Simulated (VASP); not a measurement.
Input for VASP

File POSCAR:
```
BaZrO3
1
    4.1494796908     0.0000000000    -0.0000000000
    0.0000000000     4.1494796908    -0.0000000000
    0.0000000000     0.0000000000     4.1494796908
Ba Zr O
1 1 3
Direct
  0.0000000000   0.0000000000   0.0000000000
  0.5000000000   0.5000000000   0.5000000000
  0.5000000000   0.0000000000   0.5000000000
  0.0000000000   0.5000000000   0.5000000000
  0.5000000000   0.5000000000   0.0000000000
```

**KPOINTS**
```
Regular mesh
0
gamma
 6 6 6
0 0 0
```

INCAR:
```
ALGO = Normal
PREC = Accurate
LWAVE = .FALSE.
ISMEAR = 0   # Gaussian
LASPH = .TRUE.   # aspherical one-centre terms
EDIFF = 1E-6
EDIFFG = -0.02
NELM = 100   # most electronic steps
IBRION = 2   # conjugate gradients
LREAL = .FALSE.
LMAXMIX = 4
LCHARG = .FALSE.
PSTRESS = 50   # kbar
SYSTEM = BaZrO3
ENCUT = 620   # plane-wave cut-off (eV)
NSW = 40
SIGMA = 0.05   # width (eV)
GGA = PS   # PBEsol
ISIF = 3   # ions, shape and volume
```

POTCAR, in this order: Ba_sv Zr_sv O (PBE.64 set). Program: vasp_std.

**Question.** Write an equivalent input for Quantum ESPRESSO's pw.x.

**Answer.** One equivalent input (not run):
```
&CONTROL
  calculation = 'vc-relax'
  pseudo_dir = './pseudo'
  outdir = './out'
  tprnfor = .true.
  tstress = .true.
  nstep = 40
  forc_conv_thr = 0.00078
/
&SYSTEM
  ibrav = 0
  nat = 5
  ntyp = 3
  ecutwfc = 84
  occupations = 'smearing'
  smearing = 'gaussian'
  degauss = 0.003675
  input_dft = 'pbesol'
/
&ELECTRONS
  conv_thr = 7.3e-08
  electron_maxstep = 100
/
&IONS
/
&CELL
  press = 50
/
ATOMIC_SPECIES
  Ba 137.327 Ba.upf
  Zr 91.224 Zr.upf
  O 15.999 O.upf
CELL_PARAMETERS angstrom
     4.1494797    0.0000000   -0.0000000
     0.0000000    4.1494797   -0.0000000
     0.0000000    0.0000000    4.1494797
ATOMIC_POSITIONS crystal
  Ba   0.0000000  0.0000000  0.0000000
  Zr   0.5000000  0.5000000  0.5000000
  O    0.5000000  0.0000000  0.5000000
  O    0.0000000  0.5000000  0.5000000
  O    0.5000000  0.5000000  0.0000000
K_POINTS automatic
  6 6 6 0 0 0
```
Limits of the translation: the potentials are each code's own (VASP's PAW set, PseudoDojo norm-conserving files in pw.x), so ENCUT and ecutwfc are chosen apart and not converted; conv_thr bounds pw.x's estimated SCF error, while EDIFF bounds the energy change between steps; forc_conv_thr acts on force components and is met together with etot_conv_thr.

The compound is BaZrO3 in the cubic perovskite structure. It was relaxed first under an external pressure of 5 GPa.
